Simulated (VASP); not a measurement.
**Mesh, vacuum, cutoff and functional for Ir(110)**

Wanted: the error that each setting leaves in the work function or ionisation potential of Ir(110).

Program: VASP 6.6.1. Level of theory: PBE; plane waves and PAW (Ir), in the first sound run; inputs show where later runs differ. Results are calculated unless marked as measured.

## (1) Starting point

The cell holds 7 atoms: 7 Ir. Cell: a = 3.840 Å, b = 2.715 Å, c = 26.146 Å, α = 90.0°, β = 90.0°, γ = 90.0°. Vacuum lies along c.

Structure file:

```xyz
7
Lattice="3.8400 0.0000 0.0000 0.0000 2.7153 0.0000 0.0000 0.0000 26.1459" Properties=species:S:1:pos:R:3
Ir    0.0000    0.0000    9.0000
Ir    1.9200    1.3576   10.3576
Ir    0.0000    0.0000   11.7153
Ir    1.9200    1.3576   13.0729
Ir    0.0000    0.0000   14.4306
Ir    1.9200    1.3576   15.7882
Ir    0.0000    0.0000   17.1459
```

## (2) The base run

The base run sets the number that all others are held against.

Contents of INCAR:

```
SYSTEM = Ir
PREC = Normal
ENCUT = 350
EDIFF = 1E-06
NELM = 120
ISMEAR = 1
SIGMA = 0.1
LREAL = .FALSE.
ALGO = Normal
GGA = PE
NBANDS = 39
LORBIT = 11
LWAVE = .FALSE.
LCHARG = .FALSE.
KPAR = 4
IDIPOL = 3
LDIPOL = .TRUE.
DIPOL = 0.5 0.5 0.5
LVHAR = .TRUE.
LVACPOTAV = .TRUE.
NEDOS = 1500
```

Contents of POSCAR:

```
Ir
1.0
    3.8400000000      0.0000000000      0.0000000000
    0.0000000000      2.7152900398      0.0000000000
    0.0000000000      0.0000000000     26.1458701193
Ir
7
Direct
    0.0000000000      0.0000000000      0.3442226233
    0.5000000000      0.5000000000      0.3961484155
    0.0000000000      0.0000000000      0.4480742078
    0.5000000000      0.5000000000      0.5000000000
    0.0000000000      0.0000000000      0.5519257922
    0.5000000000      0.5000000000      0.6038515845
    0.0000000000      0.0000000000      0.6557773767
```

Contents of KPOINTS:

```
Automatic mesh
0
Gamma
7 9 1
0 0 0
```

Potentials, in the order of the species: Ir (PBE family, release 64).

Launch:

```sh
mpirun -np 4 vasp_std
```

The log of the run:

```text
[banner, memory and clock lines left out]
running    4 mpi-ranks, on    1 nodes
 distrk:  each k-point on    1 cores,    4 groups
 distr:  one band on    1 cores,    1 groups

 POSCAR found type information on POSCAR Ir
 POSCAR found :  1 types and       7 ions
 LDA part: xc-table for (Slater+PW92), standard interpolation
 POSCAR, INCAR and KPOINTS ok, starting setup
 FFT: planning ... GRIDC
 FFT: planning ... GRID_SOFT
 FFT: planning ... GRID
 WAVECAR not read
 entering main loop
       N       E                     dE             d eps       ncg     rms          rms(c)
DAV:   1     0.488330669174E+03    0.48833E+03   -0.20958E+04  1568   0.101E+03
DAV:   2    -0.149055105288E+02   -0.50324E+03   -0.46785E+03  1695   0.378E+02
DAV:   3    -0.591812531457E+02   -0.44276E+02   -0.40248E+02  2130   0.993E+01
DAV:   4    -0.617174608277E+02   -0.25362E+01   -0.23805E+01  2031   0.245E+01
DAV:   5    -0.618357899984E+02   -0.11833E+00   -0.11291E+00  2324   0.390E+00    0.349E+01
DAV:   6    -0.596019368453E+02    0.22339E+01   -0.10691E+01  2278   0.264E+01    0.203E+01
DAV:   7    -0.875426859512E+02   -0.27941E+02   -0.11196E+02  2703   0.100E+02    0.433E+01
DAV:   8    -0.660925007998E+02    0.21450E+02   -0.26721E+01  2566   0.448E+01    0.228E+01
DAV:   9    -0.602268816458E+02    0.58656E+01   -0.22605E+01  2456   0.467E+01    0.130E+01
DAV:  10    -0.579900794578E+02    0.22368E+01   -0.78056E+00  2531   0.228E+01    0.259E+00
DAV:  11    -0.580447663282E+02   -0.54687E-01   -0.99592E-01  2222   0.764E+00    0.242E+00
DAV:  12    -0.580054250726E+02    0.39341E-01   -0.13407E-01  2317   0.400E+00    0.160E+00
DAV:  13    -0.580030715762E+02    0.23535E-02   -0.13795E-02  2331   0.823E-01    0.124E+00
DAV:  14    -0.580076556733E+02   -0.45841E-02   -0.10832E-02  2303   0.952E-01    0.108E+00
DAV:  15    -0.580038399783E+02    0.38157E-02   -0.27206E-03  2449   0.535E-01    0.672E-01
DAV:  16    -0.580012810207E+02    0.25590E-02   -0.19124E-03  2476   0.363E-01    0.396E-01
DAV:  17    -0.580010086868E+02    0.27233E-03   -0.22398E-04  1946   0.932E-02    0.351E-01
DAV:  18    -0.580001612398E+02    0.84745E-03   -0.91161E-04  2507   0.263E-01    0.132E-01
DAV:  24    -0.580001060935E+02   -0.79642E-05   -0.46357E-07  1097   0.591E-03    0.394E-03
DAV:  25    -0.580001157532E+02   -0.96597E-05   -0.13728E-06  1098   0.435E-03    0.612E-03
DAV:  26    -0.580001187220E+02   -0.29688E-05   -0.11910E-06  1134   0.106E-02    0.344E-03
DAV:  27    -0.580001196447E+02   -0.92269E-06   -0.25735E-07   843   0.413E-03
|                                                                             |
|           W    W    AA    RRRRR   N    N  II  N    N   GGGG   !!!           |
|           W    W   A  A   R    R  NN   N  II  NN   N  G    G  !!!           |
|           W    W  A    A  R    R  N N  N  II  N N  N  G       !!!           |
|           W WW W  AAAAAA  RRRRR   N  N N  II  N  N N  G  GGG   !            |
|           WW  WW  A    A  R   R   N   NN  II  N   NN  G    G                |
|           W    W  A    A  R    R  N    N  II  N    N   GGGG   !!!           |
|                                                                             |
|     Did not find any points to average over, which means that no vacuum     |
|     field-free region was found. Please increase the size of  your cell     |
|     in the dimension of the dipole correction to obtain accurate            |
|     workfunction values.                                                    |
|                                                                             |

   1 F= -.58000120E+02 E0= -.58001522E+02  d E =0.420737E-02
```

The job ended after 38 s (4 MPI ranks of AMD EPYC 7R43, shared host; peak memory 0.77 GiB).

The logs omit lines about the potential files and the build; timing stands in the text.

Parts of OUTCAR (step 2):

```text
ion  position               nearest neighbor table
   1  0.000  0.000  0.344-   2 2.72   2 2.72   2 2.72   2 2.72   3 2.72
   2  0.500  0.500  0.396-   1 2.72   1 2.72   1 2.72   1 2.72   4 2.72   3 2.72   3 2.72   3 2.72
                             3 2.72
   3  0.000  0.000  0.448-   5 2.72   4 2.72   4 2.72   4 2.72   4 2.72   1 2.72   2 2.72   2 2.72
                             2 2.72   2 2.72
   4  0.500  0.500  0.500-   3 2.72   5 2.72   3 2.72   5 2.72   3 2.72   5 2.72   3 2.72   5 2.72
                             2 2.72   6 2.72
   5  0.000  0.000  0.552-   3 2.72   4 2.72   4 2.72   4 2.72   4 2.72   7 2.72   6 2.72   6 2.72
                             6 2.72   6 2.72
   6  0.500  0.500  0.604-   7 2.72   7 2.72   7 2.72   7 2.72   4 2.72   5 2.72   5 2.72   5 2.72
                             5 2.72
   7  0.000  0.000  0.656-   6 2.72   6 2.72   6 2.72   6 2.72   5 2.72

  LATTYP: Found a simple orthorhombic cell.
 ALAT       =     2.7152900398
 B/A-ratio  =     1.4142135624
 C/A-ratio  =     9.6291260735

 Subroutine GETGRP returns: Found  8 space group operations
 (whereof  8 operations were pure point group operations)

The static configuration has the point symmetry D_2h.

 Found     20 irreducible k-points:

   k-points           NKPTS =     20   k-points in BZ     NKDIM =     20   number of bands    NBANDS=     39

   dimension x,y,z NGX =    18 NGY =   12 NGZ =  120
   dimension x,y,z NGXF=    36 NGYF=   24 NGZF=  240

   ENCUT  =  350.0 eV  25.72 Ry    5.07 a.u.   5.86  4.14 39.88*2*pi/ulx,y,z

   NELECT =      63.0000    total number of electrons

 k-points in reciprocal lattice and weights: Automatic mesh
   0.00000000  0.00000000  0.00000000       0.016
   0.14285714  0.00000000  0.00000000       0.032
   0.28571429  0.00000000  0.00000000       0.032
   0.42857143  0.00000000  0.00000000       0.032
   0.00000000  0.11111111  0.00000000       0.032
   0.14285714  0.11111111  0.00000000       0.063
   0.28571429  0.11111111  0.00000000       0.063
   0.42857143  0.11111111  0.00000000       0.063
   0.00000000  0.22222222  0.00000000       0.032
[...]
0.28571429  0.44444444  0.00000000       0.063
   0.42857143  0.44444444  0.00000000       0.063

 dipolmoment           0.000000      0.000000     -0.000000 electrons x Angstroem

 average (electrostatic) potential at core
       1 -57.6843       2 -58.5152       3 -58.6040       4 -58.5001       5 -58.6040
       6 -58.5152       7 -57.6843

 E-fermi :   0.4997

 k-point     1 :       0.0000    0.0000    0.0000
  band No.  band energies     occupation
    ...
     28      -0.6010      2.00000
     29      -0.4617      2.00000
     30      -0.3068      2.00000
     31      -0.1607      2.00000
     32      -0.0333      2.00000
     33       0.6211     -0.07088
     34       0.7707     -0.00086
     35       1.0298     -0.00000
     36       1.0430     -0.00000
     37       1.2570     -0.00000
    ...

 k-point     2 :       0.1429    0.0000    0.0000
  band No.  band energies     occupation
    ...
     29      -0.4536      2.00000
     30      -0.3340      2.00000
     31       0.0536      2.00000
     32       0.2303      2.00093
     33       0.3788      2.07084
     34       0.6552     -0.05031
     35       1.0003     -0.00000
     36       1.1197     -0.00000
     37       1.1501     -0.00000
     38       1.6626     -0.00000
    ...

 k-point     3 :       0.2857    0.0000    0.0000
  band No.  band energies     occupation
    ...
     29      -0.2064      2.00000
     30      -0.0954      2.00000
     31      -0.0125      2.00000
     32       0.2502      2.00236
     33       0.3631      2.06585
     34       0.7423     -0.00321
     35       0.9104     -0.00000
     36       1.0005     -0.00000
     37       1.1929     -0.00000
     38       1.2463     -0.00000
    ...

  Total       -2.0921993     -2.3475760     -3.1186722     -0.0000000      0.0000000      0.0000000
  in kB      -12.2959784    -13.7968421    -18.3286198     -0.0000000      0.0000000      0.0000000
  external PRESSURE =     -14.8071468 kB  Pullay stress =       0.0000000 kB

  energy-cutoff  :      350.00
  volume of cell :      272.62
      direct lattice vectors                 reciprocal lattice vectors
     3.840000000  0.000000000  0.000000000     0.260416667  0.000000000  0.000000000
     0.000000000  2.715290040  0.000000000     0.000000000  0.368284782  0.000000000
     0.000000000  0.000000000 26.145870119     0.000000000  0.000000000  0.038246958

 POSITION                                       TOTAL-FORCE (eV/Angst)
 -----------------------------------------------------------------------------------
      0.00000      0.00000      9.00000         0.000000      0.000000      1.079577
      1.92000      1.35765     10.35765         0.000000     -0.000000     -0.966661
      0.00000      0.00000     11.71529         0.000000      0.000000     -0.233633
      1.92000      1.35765     13.07294         0.000000      0.000000     -0.000000
      0.00000      0.00000     14.43058         0.000000      0.000000      0.233633
      1.92000      1.35765     15.78823         0.000000      0.000000      0.966661
      0.00000      0.00000     17.14587         0.000000      0.000000     -1.079577
 -----------------------------------------------------------------------------------
    total drift:                                0.000000     -0.000000     -0.000000

  FREE ENERGIE OF THE ION-ELECTRON SYSTEM (eV)
  ---------------------------------------------------
  free  energy   TOTEN  =       -58.0001196447 eV

  energy  without entropy=      -58.0043270163  energy(sigma->0) =      -58.00152210

 vacuum level on the upper side and lower side of the slab         5.559         5.559

 total charge
# of ion       s       p       d       tot
------------------------------------------
    1        0.633   0.432   6.943   8.008
    2        0.666   0.697   6.903   8.266
    3        0.673   0.733   6.967   8.373
    4        0.673   0.726   6.994   8.393
    5        0.673   0.733   6.967   8.373
    6        0.666   0.697   6.903   8.266
    7        0.633   0.432   6.943   8.008
--------------------------------------------------
tot          4.618   4.448  48.621  57.688

[... 3 further parts left out ...]
```

This run has no spin polarisation. Its electron count is odd, so without a moment it is a metal by construction.

This step gave:

| Quantity | Value |
| --- | --- |
| electronic cycles | 27 |
| electrons | 63 |
| free energy (TOTEN) | -58.0001 eV |
| energy at zero smearing | -58.0015 eV |
| Fermi energy | 0.4997 eV |
| labelled metallic, from the levels on this mesh | yes |
| dipole moment | 0, 0, 0 e·Å |
| vacuum levels | 5.559, 5.559 eV |
| work functions of the upper and lower face | 5.059, 5.059 eV |
| highest filled level below the vacuum | 5.059 eV |

The planar average of the electrostatic potential oscillates, so the rows of the table below give means over windows of 1.42 Å about each position, cut where the curve ends. Its maxima inside the range that stand out by 2 % of the span (Å: eV): 9.6: -8.90, 11.0: -9.57, 12.4: -9.58, 13.7: -9.58, 15.1: -9.57, 16.6: -8.90. Its minima: 9.2: -9.87, 10.3: -11.1, 11.8: -11.1, 13.1: -11.1, 14.4: -11.1, 15.8: -11.1, 17.0: -9.87.

Zero at the Fermi level. The planar average of the electrostatic potential by height; means over each step:

height (Å), planar average of the electrostatic potential (eV) and a bar from the least value:
```
     0.71        5.1 ##############################
     2.13        5.1 ##############################
     3.55        5.1 ##############################
     4.97        5.1 ##############################
     6.39        5.0 ##############################
     7.81        1.9 ########################
     9.23       -8.9 ###
    10.65      -10.2 
    12.07      -10.3 
    13.49      -10.3 
    14.91      -10.4 
    16.33       -9.8 #
    17.75       -3.3 ##############
    19.17        4.7 #############################
    20.59        5.1 ##############################
    22.01        5.1 ##############################
    23.43        5.1 ##############################
    24.85        5.1 ##############################
```

Density of states in the PAW spheres, an atom over height of the layer and energy from the Fermi level.

Ten even steps from '_' (0.08 states/eV) to '@' (1.84 states/eV), each cell a mean:
```
%%##******##%%
@@++--==--++@@
%%==--++--==%%
%%--======--%%
%%++++++++++%%
@@++++==++++@@
%%++======++%%
**====--====**
**++++==++++**
######%%######
%%%%@@@@@@%%%%
==**++**++**==
++##******##++
==##++++++##==
::++==--==++::
::++======++::
::++++==++++::
::****++****::
..==######==..
__::======::__
__::==++==::__
____......____
```
Columns: height of the layer (Å) from 9 to 17.1; rows upwards: energy from the Fermi level (eV) from -7.9 to 0.5.

Force by atom:

| atom | x (eV/Å) | y (eV/Å) | z (eV/Å) | size |
| --- | --- | --- | --- | --- |
| Ir1 | 0.00 | 0.00 | 1.08 | 1.08 |
| Ir2 | 0.00 | 0.00 | -0.97 | 0.97 |
| Ir3 | 0.00 | 0.00 | -0.23 | 0.23 |
| Ir4 | 0.00 | 0.00 | 0.00 | 0.00 |
| Ir5 | 0.00 | 0.00 | 0.23 | 0.23 |
| Ir6 | 0.00 | 0.00 | 0.97 | 0.97 |
| Ir7 | 0.00 | 0.00 | -1.08 | 1.08 |

The highest filled level lies 5.06 eV below the vacuum at the upper face.

Only the dipole across the slab is computed (IDIPOL = 3); zeros along the plane are no results.

The map of layer states is cut here 0.5 eV above the Fermi level, so it leaves out the states above that.

(Part 1 of 5 ends here.)

[Lines on the potential files, build, host, timing and source positions are cut from VASP's logs without a mark.]

[Logs are printed without paths, hosts, clocks, repeated set-up lines and the standing remarks that a program may print on its own settings, such as how far it seeks lower states.]

[Hosts, paths, dates, database ids (printed as entryN), source tags and the programs' standing remarks are cut or masked in the printed files.]

[In band tables of VASP the shares of atoms and orbitals are scaled to a sum of 1 inside the atoms' spheres.]

[Runs that stopped without an error message from VASP are left out.]
